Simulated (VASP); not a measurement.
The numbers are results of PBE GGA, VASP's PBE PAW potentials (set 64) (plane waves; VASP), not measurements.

VASP input:

File POSCAR:
```
WSe2
1
    1.5776597679    -2.7325846745     0.0000000000
    1.5776597679     2.7325846745     0.0000000000
    0.0000000000     0.0000000000    11.8644857928
W Se
2 4
Direct
  0.3333330000   0.6666670000   0.2500000000
  0.6666670000   0.3333330000   0.7500000000
  0.3333330000   0.6666670000   0.8933796067
  0.6666670000   0.3333330000   0.3933796067
  0.6666670000   0.3333330000   0.1066203933
  0.3333330000   0.6666670000   0.6066203933
```

### KPOINTS
```
Automatic mesh
0
Gamma
8 8 2
0 0 0
```

INCAR:
```
SYSTEM = WSe2
PREC = Accurate
ENCUT = 500
EDIFF = 1E-6
NELM = 100
ALGO = Normal
LREAL = .FALSE.
LASPH = .TRUE.
ISMEAR = 0
SIGMA = 0.05
GGA = PE
LMAXMIX = 6
LWAVE = .FALSE.
LCHARG = .FALSE.
IBRION = 2
ISIF = 3
NSW = 40
EDIFFG = -0.02
PSTRESS = 300
```

POTCAR, in this order: W_sv Se (PBE.64 set). Program: vasp_std.

Energy and stress use the plane-wave basis of the starting cell. Without a dispersion term in the relaxation, distances and binding between the weakly bound layers, chains or molecules are unreliable, and so is what depends on them.

### Question
Estimate the energy per atom (σ→0), volume per atom.

### Answer

```json
{
 "energy per atom (σ→0)": "-661.0 kJ/mol of atoms",
 "volume_per_atom": "16.13 Å^3/atom"
}
```

OSZICAR:
```
...
   7 F= -.22982654E+02 E0= -.22982654E+02  d E =-.598354E-02
       N       E                     dE             d eps       ncg     rms          rms(c)
DAV:   1    -0.411044275591E+02    0.40813E-02   -0.38383E-02  1254   0.130E+00    0.152E-01
DAV:   2    -0.411039197342E+02    0.50782E-03   -0.45794E-03  1490   0.383E-01    0.918E-02
DAV:   3    -0.411038028745E+02    0.11686E-03   -0.32118E-04  1477   0.106E-01    0.420E-02
DAV:   4    -0.411037571895E+02    0.45685E-04   -0.15556E-04  1401   0.689E-02    0.146E-02
DAV:   5    -0.411037567910E+02    0.39852E-06   -0.73354E-06  1252   0.159E-02
   8 F= -.22982838E+02 E0= -.22982838E+02  d E =-.616767E-02
```

The compound is WSe2 in the 2H layered structure. This run relaxes it under an external pressure of 30 GPa. Symmetry was kept, so distortions that lower it aren't found.
